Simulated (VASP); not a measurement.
Crystal: Al.

```
Al
1.0
     0.00000    2.02481    2.02481
     2.02481    0.00000    2.02481
     2.02481    2.02481    0.00000
Al
1
Direct
  0.00000 0.00000 0.00000
```

- Program: VASP 6.6.1
- Task: relaxation of cell and atoms
- Functional: r2SCAN
- Dispersion: rVV10
- Potentials or basis: VASP PAW PBE potentials, release 64 (Al)
- Cutoff: 520 eV
- k mesh: 18 × 18 × 18
- Occupations: gaussian, width 0.1 eV
- Spin: no spin polarisation

At the start: pressure -4.1 GPa; volume 16.60 Å³/atom.

Task: Where does the relaxation end?

Result: Over 18 steps the energy falls by 11.0 meV/atom and the volume is 15.80 Å³/atom (-4.8 %); space group Fm-3m (No. 225, to 0.05 Å).

Step by step:
| step | energy change (eV) | largest force (eV/Å) | pressure (GPa) | volume (Å³) |
| --- | --- | --- | --- | --- |
| 1 | 0.0000 | 0.0000 | -4.13 | 16.60 |
| 2 | -0.0103 | 0.0000 | 1.25 | 15.60 |
| 3 | -0.0110 | 0.0000 | 0.04 | 15.79 |
| 4 | -0.0110 | 0.0000 | -0.06 | 15.81 |
| 5 | -0.0110 | 0.0000 | -0.06 | 15.81 |
| 6 | -0.0110 | 0.0000 | -0.05 | 15.81 |
| 7 | -0.0110 | 0.0000 | -0.05 | 15.81 |
| 8 | -0.0110 | 0.0000 | -0.05 | 15.81 |
| 9 | -0.0110 | 0.0000 | -0.05 | 15.81 |
| 10 | -0.0110 | 0.0000 | -0.05 | 15.81 |
| 11 | -0.0110 | 0.0000 | -0.05 | 15.81 |
| 12 | -0.0110 | 0.0000 | -0.05 | 15.81 |
| 13 | -0.0110 | 0.0000 | -0.05 | 15.81 |
| 14 | -0.0110 | 0.0000 | -0.04 | 15.81 |
| 15 | -0.0110 | 0.0000 | -0.04 | 15.81 |
| 16 | -0.0110 | 0.0000 | -0.02 | 15.80 |
| 17 | -0.0110 | 0.0000 | 0.02 | 15.80 |
| 18 | -0.0110 | 0.0000 | 0.01 | 15.80 |

Final structure:
```
Al
1.0
     0.00000    1.99162    1.99162
     1.99162    0.00000    1.99162
     1.99162    1.99162    0.00000
Al
1
Direct
  0.00000 0.00000 0.00000
```

Caveat: the PAW data sets were made with another functional, which shifts forces and pressure a little.
